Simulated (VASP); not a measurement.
These are PBEsol GGA, VASP's PBE PAW potentials (set 64) (plane waves; VASP) values and carry that method's errors.

VASP ran on this input.

INCAR:
```
ALGO = Normal
EDIFF = 1E-6
EDIFFG = -0.01
ENCUT = 400
GGA = PS
IBRION = 2
ISIF = 3
ISMEAR = 1
LASPH = T
LCHARG = F
LMAXMIX = 4
LREAL = F
LWAVE = F
NELM = 100
NSW = 60
PREC = Accurate
SIGMA = 0.1
SYSTEM = CoSi
```

**POSCAR**
```
CoSi
1
   -0.0000000000     2.5132050616     2.5132050616
    2.5132050616    -0.0000000000     2.5132050616
    2.5132050616     2.5132050616     0.0000000000
Co Si
1 1
Direct
  0.0000000000   1.0000000000   0.0000000000
  0.2500000000   0.2500000000   0.2500000000
```

File KPOINTS:
```
K-points
0
Gamma
 11 11 11
```

POTCAR, in this order: Co Si (PBE.64 set). Program: vasp_std.

Output of the run:

OSZICAR:
```
       N       E                     dE             d eps       ncg     rms          rms(c)
DAV:   1     0.405315684207E+02    0.40532E+02   -0.46280E+03  1160   0.987E+02
DAV:   2    -0.121448966211E+02   -0.52676E+02   -0.50083E+02  1126   0.197E+02
DAV:   3    -0.140985233087E+02   -0.19536E+01   -0.19122E+01  1296   0.469E+01
DAV:   4    -0.141428243002E+02   -0.44301E-01   -0.44265E-01  1368   0.705E+00
DAV:   5    -0.141442580923E+02   -0.14338E-02   -0.14337E-02  1332   0.127E+00    0.126E+01
DAV:   6    -0.189389814129E+02   -0.47947E+01   -0.81885E+01  1198   0.142E+02    0.201E+01
DAV:   7    -0.127013217047E+02    0.62377E+01   -0.31183E+01  1246   0.978E+01    0.272E+00
DAV:   8    -0.127349238089E+02   -0.33602E-01   -0.75712E-01  1294   0.800E+00    0.155E+00
DAV:   9    -0.127209487152E+02    0.13975E-01   -0.54995E-02  1462   0.348E+00    0.462E-01
DAV:  10    -0.127197794573E+02    0.11693E-02   -0.43333E-03  1420   0.758E-01    0.118E-01
DAV:  11    -0.127197770388E+02    0.24185E-05   -0.17591E-04  1276   0.143E-01    0.679E-02
DAV:  12    -0.127197604269E+02    0.16612E-04   -0.18265E-04  1648   0.154E-01    0.228E-02
DAV:  13    -0.127197592686E+02    0.11583E-05   -0.14174E-05  1274   0.504E-02    0.446E-03
DAV:  14    -0.127197593616E+02   -0.93029E-07   -0.33475E-07   616   0.501E-03
   1 F= -.12719759E+02 E0= -.12719638E+02  d E =-.127198E+02
       N       E                     dE             d eps       ncg     rms          rms(c)
DAV:   1    -0.127210091932E+02   -0.12499E-02   -0.16696E-02  1232   0.235E+00    0.333E-01
DAV:   2    -0.127255541532E+02   -0.45450E-02   -0.73086E-02  1232   0.418E+00    0.654E-01
DAV:   3    -0.127197809679E+02    0.57732E-02   -0.38059E-02  1222   0.306E+00    0.486E-02
DAV:   4    -0.127197710758E+02    0.98921E-05   -0.39071E-04  1134   0.167E-01    0.224E-02
DAV:   5    -0.127197661703E+02    0.49055E-05   -0.22998E-05  1634   0.652E-02    0.806E-03
DAV:   6    -0.127197656808E+02    0.48950E-06   -0.32405E-06   636   0.178E-02
   2 F= -.12719766E+02 E0= -.12719640E+02  d E =-.631911E-05
       N       E                     dE             d eps       ncg     rms          rms(c)
DAV:   1    -0.127200122144E+02   -0.24604E-03   -0.30670E-03  1238   0.100E+00    0.143E-01
DAV:   2    -0.127208568123E+02   -0.84460E-03   -0.13614E-02  1248   0.180E+00    0.283E-01
DAV:   3    -0.127197824340E+02    0.10744E-02   -0.70799E-03  1230   0.132E+00    0.211E-02
DAV:   4    -0.127197806179E+02    0.18161E-05   -0.68999E-05  1158   0.715E-02    0.965E-03
DAV:   5    -0.127197796307E+02    0.98719E-06   -0.38709E-06   710   0.282E-02
   3 F= -.12719780E+02 E0= -.12719656E+02  d E =-.202691E-04
```

**OUTCAR**
```
------------------------ aborting loop because EDIFF is reached ----------------------------------------
  FORCE on cell =-STRESS in cart. coord.  units (eV):
  Direction    XX          YY          ZZ          XY          YZ          ZX
  --------------------------------------------------------------------------------------
  Total        0.0156309      0.0156309      0.0156309     -0.0000000      0.0000000      0.0000000
  in kB        0.7898938      0.7898938      0.7898938     -0.0000000      0.0000000      0.0000000
  external PRESSURE =       0.7898938 kB  Pullay stress =       0.0000000 kB
  volume of cell :       31.70
      direct lattice vectors                 reciprocal lattice vectors
     0.000000000  2.512068631  2.512068631    -0.199039148  0.199039148  0.199039148
     2.512068631  0.000000000  2.512068631     0.199039148 -0.199039148  0.199039148
     2.512068631  2.512068631 -0.000000000     0.199039148  0.199039148 -0.199039148
 POSITION                                       TOTAL-FORCE (eV/Angst)
 -----------------------------------------------------------------------------------
      0.00000      0.00000      0.00000        -0.000000     -0.000000     -0.000000
      1.25603      1.25603      1.25603         0.000000      0.000000      0.000000
 -----------------------------------------------------------------------------------
    total drift:                                0.000002      0.000002      0.000002
  FREE ENERGIE OF THE ION-ELECTRON SYSTEM (eV)
  ---------------------------------------------------
  free  energy   TOTEN  =       -12.7197796307 eV

  energy  without entropy=      -12.7194077789  energy(sigma->0) =      -12.71965568

 reached required accuracy - stopping structural energy minimisation
```
(Selected blocks of OUTCAR.)

**CONTCAR**
```
CoSi
   1.00000000000000
     0.0000000000000000    2.5120686312186193    2.5120686312186193
     2.5120686312186193    0.0000000000000000    2.5120686312186193
     2.5120686312186193    2.5120686312186193   -0.0000000000000000
  Co              Si
     1     1
Direct
     0.0000000000000000    0.0000000000000000    0.0000000000000000
     0.2500000000000000    0.2500000000000000    0.2500000000000000
```

The structure was generated: CoSi was put into the zinc blende type (F-43m), which need not be its known phase. This run relaxes it. Symmetry was kept, so distortions that lower it aren't found. The start is the result of an earlier pass. The run is not spin-polarised, so no magnetic state was tried. The electron count is odd and the run is not spin-polarised, which forces a metal.
